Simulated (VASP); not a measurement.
Calculation: r2SCAN meta-GGA, VASP's PBE PAW potentials (set 64) (plane waves; VASP 6.6.1).

A VASP calculation is set up with these files.

### INCAR
```
# general
SYSTEM =Eu(AlGe)2
PREC   =Accurate
ENCUT  =480
LREAL  =.FALSE.
LASPH  =.TRUE.

# electronic loop
EDIFF  =1E-7
NELM   =100
ALGO   =Normal
LMAXMIX=6
LMIXTAU=.TRUE.

# smearing
ISMEAR =1
SIGMA  =0.1

# functional
METAGGA=R2SCAN

# ions
ISIF   =2

# output
LWAVE  =.FALSE.
LCHARG =.FALSE.
```

File KPOINTS:
```
Automatic mesh
0
Gamma
8 8 4
0 0 0
```

POSCAR:
```
Eu(AlGe)2
1
    4.1800302258     0.0000000000     0.0000000000
   -2.0900151129     3.6200125268     0.0000000000
    0.0000000000     0.0000000000     7.1899810110
Eu Al Ge
1 2 2
Direct
  0.0000000000   0.0000000000   0.0000000000
  0.6666670000   0.3333330000   0.3729146070
  0.3333330000   0.6666670000   0.6270853930
  0.6666670000   0.3333330000   0.7376055542
  0.3333330000   0.6666670000   0.2623944458
```

POTCAR, in this order: Eu_2 Al Ge_d (PBE.64 set). Program: vasp_std.

The 4f electrons are frozen in the core of the lanthanide potential, so 4f levels, which can set the real gap, and their magnetism are missing.

Q: Predict the energy per atom (σ→0), band gap (on the k-mesh).

A: 
energy per atom (σ→0): -14274 meV/atom
band gap (on the k-mesh): none (metal, semimetal or under 0.01 eV)

### OSZICAR
```
...
DAV:  20    -0.713716538179E+02   -0.58057E-05   -0.57631E-06  2260   0.206E-02    0.931E-03
DAV:  21    -0.713716540507E+02   -0.23280E-06   -0.13910E-07  1745   0.380E-03    0.988E-03
DAV:  22    -0.713716535964E+02    0.45426E-06   -0.49720E-07  1795   0.665E-03    0.775E-03
DAV:  23    -0.713716507520E+02    0.28444E-05   -0.53844E-07  1882   0.599E-03    0.476E-03
DAV:  24    -0.713716509165E+02   -0.16446E-06   -0.88385E-08  1053   0.325E-03    0.411E-03
DAV:  25    -0.713716513453E+02   -0.42879E-06   -0.36722E-08  1026   0.234E-03    0.316E-03
DAV:  26    -0.713716513857E+02   -0.40399E-07   -0.18566E-08   994   0.175E-03
   1 F= -.71371651E+02 E0= -.71371871E+02  d E =0.660329E-03
```

The structure comes from a computed database's Al2EuGe2 entry (P-3m1); how it stands against other phases isn't given here. It was relaxed first.
